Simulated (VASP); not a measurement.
An input for Ansatz (written as the equivalent of a VASP run, and not itself run):

Ansatz 0.2 input:
```yaml
crystal:
  lattice:
    - [3.9915800, 0.0000000, 0.0000000]
    - [-1.9957900, 3.4568103, 0.0000000]
    - [0.0000000, 0.0000000, 6.5514116]
  atoms:
    - { symbol: In, position: [0.3333330, 0.6666670, 0.0003642] }
    - { symbol: In, position: [0.6666670, 0.3333330, 0.5003642] }
    - { symbol: P, position: [0.3333330, 0.6666670, 0.3746358] }
    - { symbol: P, position: [0.6666670, 0.3333330, 0.8746358] }
kpoints:
  mp_grid: { grid: [7, 7, 4] }
hamiltonian:
  xc: pbesol
  pseudopotentials: { kind: paw }
scf:
  occupations: { method: gaussian, width: 0.05 }
  max_iter: 100
relax:
  max_steps: 40
  f_tol: 0.02
  cell: { p_target: 10 }
output: { forces: true, stress: true, eigenvalues: true }
```

Question: Write the VASP files for the same calculation (PBEsol).

Answer: Several could match; the one computed here: 
POSCAR:
```
InP
1.0
  3.9915800354   0.0000000000   0.0000000000
 -1.9957900178   3.4568103086   0.0000000000
  0.0000000000   0.0000000000   6.5514116059
In P
2 2
Cartesian
 -0.0000019959   2.3045413580   0.0023858996
  1.9957920135   1.1522689506   3.2780917026
 -0.0000019959   2.3045413580   2.4543934526
  1.9957920135   1.1522689506   5.7300992555
```

INCAR:
```
SYSTEM = InP
PREC = Accurate; ENCUT = 500; LREAL = F
LASPH = T
EDIFF = 1E-6; NELM = 100; ALGO = Normal
LMAXMIX = 4
ISMEAR = 0; SIGMA = 0.05
GGA = PS
IBRION = 2; NSW = 40; ISIF = 3
EDIFFG = -0.02; PSTRESS = 100
LWAVE = F; LCHARG = F
```

### KPOINTS
```
Regular mesh
0
G
  7 7 4
```

POTCAR, in this order: In_d P (PBE.64 set). Program: vasp_std.

The two are equivalent in intent, not identical: each code has its own PAW files, so the cut-off isn't converted (ENCUT is set for VASP's; basis.ecutwfc is left out, and Ansatz then takes the one that its files recommend); Ansatz stops its SCF on the density residual and VASP on the energy change (EDIFF).

The structure was generated: InP was put into the wurtzite type (P6_3mc), which need not be its known phase. This run relaxes it under an external pressure of 10 GPa. Symmetry was kept, so distortions that lower it aren't found.
